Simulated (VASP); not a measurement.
Input:

```
CELL_PARAMETERS angstrom
     -3.11876     3.11096     3.11096
      3.11876    -3.12656     3.12656
      3.11876     3.12656    -3.12656
ATOMIC_POSITIONS crystal
  Hg 0.00000 0.00000 0.50000
  Hg 0.00000 0.50000 0.00000
  Hg 0.50000 0.50000 0.50000
  Hg 0.50000 0.00000 0.00000
  Pt 0.00000 0.00000 0.00000
```

Computed with PBEsol GGA, VASP's PBE PAW potentials (set 64) (plane waves; VASP). Settings: 480 eV cut-off, 6×6×6 Γ-centred mesh, first-order Methfessel-Paxton smearing of 0.10 eV, potentials Hg Pt.

Unless said otherwise, spin-orbit coupling is left out, though it shifts the bands of the heavy elements here.

Question: What does the run give for the energy per atom (σ→0), band gap (on the k-mesh) with the smallest direct gap where there is one?

Answer: 
| Item | Result |
|---|---|
| band gap (on the k-mesh) | none (metal, semimetal or under 0.01 eV) |
| energy per atom (σ→0) | -1.963 eV/atom |

The structure comes from a computed database's Hg4Pt entry (Im-3m); how it stands against other phases isn't given here. This cell was strained or had an atom moved on purpose.
